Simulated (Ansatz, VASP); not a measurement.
# Lu3Sc2O: VASP beside Ansatz

```
CELL_PARAMETERS angstrom
-2.78447 2.78447 4.88966
2.78447 -2.78447 4.88966
2.78447 2.78447 -4.88966
ATOMIC_POSITIONS crystal
Lu 0.50000 0.00000 0.50000
Lu 0.00000 0.50000 0.50000
Lu 0.00000 0.00000 0.00000
Sc 0.70633 0.70633 0.00000
Sc 0.29367 0.29367 0.00000
O 0.50000 0.50000 0.00000
```

Alike in both runs: functional PBE; k mesh 4 × 4 × 4; occupations gaussian, width 0.1 eV; no spin polarisation.

Ansatz relaxed the structure, and its values are those at the end. VASP's run is a single point on that final structure, the one shown.

|  | VASP | Ansatz |
| --- | --- | --- |
| version | VASP 6.6.1 | Ansatz 0.2.0 |
| potentials or method | VASP PAW PBE potentials, release 64 (Lu, Sc_sv, O) | scalar-relativistic, plane waves, PAW |
| plane-wave cutoff (eV) | 520 | 420 |
| valence electrons in the cell | 103 | 103 |

Ansatz gave:

- gap on the k mesh at the Fermi level (eV): none
- pressure (GPa): -0.1
- rms of the force components (eV/Å): 0.005

**Question.** Estimate VASP's values.

**Answer.** gap on the k mesh at the Fermi level (eV): none; pressure (GPa): 0.2; rms of the force components (eV/Å): 0.019.

A gap of «none» marks a metal or a gap that the smearing closes.

Caveats: the k mesh is coarse (spacing up to 0.40 Å⁻¹), so the values aren't converged; an odd number of electrons without spin polarisation forces a metal; a magnetic or distorted state may lie lower. The runs have no spin-orbit coupling, so splittings on Lu are missing.
